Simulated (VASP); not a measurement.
Runs of VASP 6.6.1 on Mg. The structure is hexagonal, space group P6_3/mmc (No. 194). The conventional cell has a = 3.209 Å, b = 3.209 Å, c = 5.210 Å, α = 90.00°, β = 90.00°, γ = 120.00°. Mg (site symmetry -6m2) is surrounded by 12 Mg at 3.20 to 3.21 Å. 

```csv
level,potentials or basis,k mesh,cutoff (eV),gap on the mesh (eV),pressure (GPa)
PBEsol,"VASP PAW PBE potentials, release 64 (Mg)",12 × 12 × 7,500,none,-1.2
r2SCAN,"VASP PAW PBE potentials, release 64 (Mg)",12 × 12 × 7,520,none,-1.4
PBEsol,"VASP PAW PBE potentials, release 64 (Mg)",17 × 17 × 9,520,none,(a)
PBEsol,"VASP PAW PBE potentials, release 64 (Mg_sv)",12 × 12 × 7,600,none,-1.5
PBEsol,"VASP PAW PBE potentials, release 64 (Mg)",12 × 12 × 7,700,none,-1.2
```

Alike in all rows: task electric field gradients; no spin polarisation; cell as given; smearing fermi-dirac 0.05 eV.

Question: Fill in the values left out.

Answer: (a) -1.1.

Caveats: the PAW data sets were made with another functional, which shifts forces and pressure a little; the cutoff is under 1.25 times the usual one of these potentials, so pressure, stress and relaxed cells hold a basis-set (Pulay) error (some runs).

A gap of «none» marks a metal or a gap under the smearing width.

The runs don't all hold the same shells in valence.

Runs at the PBE level aren't shown here.
